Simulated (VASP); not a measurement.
Input:

```
CELL_PARAMETERS angstrom
     -2.76055     2.76055     3.97615
      2.76055    -2.76055     3.97615
      2.76055     2.76055    -3.97615
ATOMIC_POSITIONS crystal
  Ga 0.00000 0.00000 0.00000
  Ge 0.50000 0.50000 0.00000
  Pt 0.94343 0.94343 0.39588
  Pt 0.05657 0.45245 0.00000
  Pt 0.54755 0.54755 0.60412
  Pt 0.45245 0.05657 0.00000
  Pt 0.50000 0.00000 0.50000
  Pt 0.00000 0.50000 0.50000
```

Calculation: PBEsol GGA, VASP's PBE PAW potentials (set 64) (plane waves; VASP). Settings: 300 eV cut-off, 5×5×5 Γ-centred mesh, Gaussian smearing of 0.20 eV, potentials Ga_d Ge_d Pt.

At this cut-off the stress carries a Pulay error, which pulls relaxed volumes low.

Q: Which forces act on the atoms, in eV/Å?

A: 
```
atom      Fx      Fy      Fz
----  ------  ------  ------
Ga1    0.000   0.000   0.000
Ge2    0.000   0.000   0.000
Pt3    0.098   0.098   0.045
Pt4    0.098  -0.098  -0.045
Pt5   -0.098  -0.098   0.045
Pt6   -0.098   0.098  -0.045
Pt7    0.000   0.000   0.000
Pt8    0.000   0.000   0.000
```

Q: Give the stress tensor in GPa (positive for a compressed cell).

A: 
```
-4.97   0.00   0.00
 0.00  -4.97   0.00
 0.00   0.00  -3.99
```
The pressure is its mean diagonal, -4.65 GPa.

The structure comes from a computed database's GaGePt6 entry (I-42m); how it stands against other phases isn't given here. The cell was not relaxed at this level. The k-mesh is coarse (spacing up to 0.32 per Å, 2π included), so the numbers may not be converged in it. The electron count is odd and the run is not spin-polarised, which forces a metal.
